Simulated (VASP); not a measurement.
Here is the system:

```yaml
crystal:
  lattice:
    - [0.00000, 2.44236, 2.44236]
    - [2.44236, 0.00000, 2.44236]
    - [2.44236, 2.44236, 0.00000]
  atoms:
    - { symbol: Be, position: [0.00000, 0.00000, 0.00000] }
    - { symbol: Te, position: [0.50000, 0.50000, 0.50000] }
```

All values below come from PBEsol GGA, VASP's PBE PAW potentials (set 64) (plane waves; VASP 6.6.1). Numerical set-up: 500 eV cut-off, 13×13×13 Γ-centred mesh, first-order Methfessel-Paxton smearing of 0.10 eV, potentials Be Te.

Unless said otherwise, spin-orbit coupling is left out, though it shifts the bands of the heavy elements here.

Question: Predict the energy per atom (σ→0), pressure, band gap (on the k-mesh) with the smallest direct gap where there is one.

Answer: 
The band gap (on the k-mesh) is none (metal, semimetal or under 0.01 eV) and the energy per atom (σ→0) is -3.353 eV/atom. The pressure is 30.01 GPa.

The structure was generated: BeTe was put into the rock salt type (Fm-3m), which need not be its known phase. It was relaxed first under an external pressure of 30 GPa.
